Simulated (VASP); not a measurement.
All values below come from TPSS meta-GGA, VASP's PBE PAW potentials (set 64) (plane waves; VASP).

A VASP calculation is set up with these files.

POSCAR:
```
CdSe
1
    0.0000000000     3.0993941156     3.0993941156
    3.0993941156     0.0000000000     3.0993941156
    3.0993941156     3.0993941156     0.0000000000
Cd Se
1 1
Direct
  1.0000000000   0.0000000000   0.0000000000
  0.2500000000   0.2500000000   0.2500000000
```

### KPOINTS
```
Automatic mesh
0
Gamma
7 7 7
0 0 0
```

INCAR:
```
ALGO=Normal
EDIFF=1E-6
EDIFFG=-0.01
ENCUT=520
IBRION=2
ISIF=3
ISMEAR=0
LASPH=.TRUE.
LCHARG=.FALSE.
LMAXMIX=4
LMIXTAU=.TRUE.
LREAL=.FALSE.
LWAVE=.FALSE.
METAGGA=TPSS
NELM=100
NSW=60
PREC=Accurate
SIGMA=0.05
SYSTEM=CdSe
```

POTCAR, in this order: Cd Se (PBE.64 set). Program: vasp_std.

What VASP printed:

File OUTCAR:
```
 ion  position               nearest neighbor table
   1  0.000  0.000  0.000-   2 2.68   2 2.68   2 2.68   2 2.68
   2  0.250  0.250  0.250-   1 2.68   1 2.68   1 2.68   1 2.68
  LATTYP: Found a face centered cubic cell.
 ALAT       =     6.1987882312
 Subroutine PRICEL returns:
 Original cell was already a primitive cell.
 Subroutine GETGRP returns: Found 24 space group operations
The static configuration has the point symmetry T_d .
The dynamic configuration has the point symmetry T_d .
 Subroutine INISYM returns: Found 24 space group operations
 Subroutine IBZKPT returns following result:
 Found     20 irreducible k-points:

 Following reciprocal coordinates:
            Coordinates               Weight
  0.000000  0.000000  0.000000      1.000000
  0.142857  0.000000  0.000000      8.000000
  0.285714  0.000000  0.000000      8.000000
  0.428571  0.000000  0.000000      8.000000
  0.142857  0.142857  0.000000      6.000000
  0.285714  0.142857  0.000000     24.000000
  0.428571  0.142857  0.000000     24.000000
 -0.428571  0.142857  0.000000     24.000000
 -0.285714  0.142857  0.000000     24.000000
...
```

### OSZICAR
```
       N       E                     dE             d eps       ncg     rms          rms(c)
DAV:   1     0.906161702314E+02    0.90616E+02   -0.88156E+03   520   0.124E+03
DAV:   2    -0.203155213083E+02   -0.11093E+03   -0.10611E+03   570   0.288E+02
DAV:   3    -0.249738063854E+02   -0.46583E+01   -0.46445E+01   630   0.624E+01
DAV:   4    -0.249971170335E+02   -0.23311E-01   -0.23309E-01   545   0.440E+00
DAV:   5    -0.249972574685E+02   -0.14043E-03   -0.14043E-03   615   0.316E-01    0.586E+00
DAV:   6    -0.218004992301E+02    0.31968E+01   -0.39214E+00   520   0.308E+01    0.584E+00
DAV:   7    -0.219357156012E+02   -0.13522E+00   -0.26821E-01   530   0.553E+00    0.342E+00
DAV:   8    -0.211175786244E+02    0.81814E+00   -0.13581E+00   520   0.159E+01    0.977E-01
DAV:   9    -0.218589100968E+02   -0.74133E+00   -0.83494E-01   520   0.126E+01    0.593E-01
DAV:  10    -0.219053645202E+02   -0.46454E-01   -0.16671E+02   520   0.750E+03    0.257E-01
DAV:  11    -0.219129381733E+02   -0.75737E-02   -0.12818E-01   520   0.508E+00    0.451E-01
DAV:  12    -0.219169541536E+02   -0.40160E-02   -0.16272E-03   595   0.374E-01    0.270E-01
DAV:  13    -0.219176679421E+02   -0.71379E-03   -0.81739E-04   520   0.302E-01    0.204E-01
DAV:  14    -0.219187251497E+02   -0.10572E-02   -0.14959E-03   520   0.427E-01    0.767E-02
DAV:  15    -0.219186767360E+02    0.48414E-04   -0.30372E-04   540   0.208E-01    0.384E-02
DAV:  16    -0.219189975621E+02   -0.32083E-03   -0.11568E-04   525   0.143E-01    0.133E-02
DAV:  17    -0.219190089638E+02   -0.11402E-04   -0.37229E-05   590   0.633E-02    0.107E-02
DAV:  18    -0.219190106389E+02   -0.16750E-05   -0.89971E-06   520   0.432E-02    0.572E-03
DAV:  19    -0.219190071362E+02    0.35026E-05   -0.14131E-06   539   0.113E-02    0.492E-03
DAV:  20    -0.219190120155E+02   -0.48793E-05   -0.18421E-06   504   0.144E-02    0.305E-03
DAV:  21    -0.219190126722E+02   -0.65671E-06   -0.20894E-07   290   0.676E-03
   1 F= -.21919013E+02 E0= -.21919013E+02  d E =-.219190E+02
```

OUTCAR:
```
------------------------ aborting loop because EDIFF is reached ----------------------------------------
  FORCE on cell =-STRESS in cart. coord.  units (eV):
  Direction    XX          YY          ZZ          XY          YZ          ZX
  --------------------------------------------------------------------------------------
  Total       -0.0055681     -0.0055681     -0.0055681     -0.0000000     -0.0000000     -0.0000000
  in kB       -0.1498170     -0.1498170     -0.1498170     -0.0000000     -0.0000000     -0.0000000
  external PRESSURE =      -0.1498170 kB  Pullay stress =       0.0000000 kB
  volume of cell :       59.55
      direct lattice vectors                 reciprocal lattice vectors
     0.000000000  3.099394116  3.099394116    -0.161321852  0.161321852  0.161321852
     3.099394116  0.000000000  3.099394116     0.161321852 -0.161321852  0.161321852
     3.099394116  3.099394116  0.000000000     0.161321852  0.161321852 -0.161321852
  FREE ENERGIE OF THE ION-ELECTRON SYSTEM (eV)
  ---------------------------------------------------
  free  energy   TOTEN  =       -21.9190126722 eV

  energy  without entropy=      -21.9190126722  energy(sigma->0) =      -21.91901267

 reached required accuracy - stopping structural energy minimisation
```
(Selected blocks of OUTCAR.)

**OUTCAR**
```
 val. band max:        0.4459451105   @ k =   0.0000   0.0000   0.0000

 cond. band min:       1.1535689687   @ k =   0.0000   0.0000   0.0000


 Fermi energy:         0.6672742399

 k-point     1 :       0.0000    0.0000    0.0000
  band No.  band energies     occupation
      1     -11.9969      2.00000
      2      -7.3070      2.00000
      3      -7.3070      2.00000
      4      -7.3070      2.00000
      5      -6.9890      2.00000
      6      -6.9890      2.00000
      7       0.4459      2.00000
      8       0.4459      2.00000
      9       0.4459      2.00000
     10       1.1536      0.00000
     11       6.5846      0.00000
     12       6.5846      0.00000
     13       6.5846      0.00000

 k-point     2 :       0.1429    0.0000    0.0000
  band No.  band energies     occupation
      1     -11.9354      2.00000
      2      -7.2878      2.00000
      3      -7.2878      2.00000
      4      -7.2475      2.00000
      5      -6.9896      2.00000
      6      -6.9896      2.00000
      7      -0.8766      2.00000
      8       0.3030      2.00000
      9       0.3030      2.00000
     10       2.2434      0.00000
     11       6.3333      0.00000
     12       6.8225      0.00000
     13       6.8225      0.00000

 k-point     3 :       0.2857    0.0000    0.0000
  band No.  band energies     occupation
      1     -11.7952      2.00000
      2      -7.2501      2.00000
      3      -7.2501      2.00000
      4      -7.0514      2.00000
      5      -6.9838      2.00000
      6      -6.9838      2.00000
      7      -2.4052      2.00000
      8       0.0115      2.00000
      9       0.0115      2.00000
     10       2.9085      0.00000
     11       6.7422      0.00000
     12       7.1117      0.00000
     13       7.1117      0.00000

 k-point     4 :       0.4286    0.0000    0.0000
  band No.  band energies     occupation
      1     -11.6813      2.00000
      2      -7.2277      2.00000
      3      -7.2277      2.00000
...
```

The compound is CdSe in the zinc blende structure, whereas wurtzite is the usual form. It was relaxed first, which changed the volume by +8 %. The start is the result of an earlier pass.
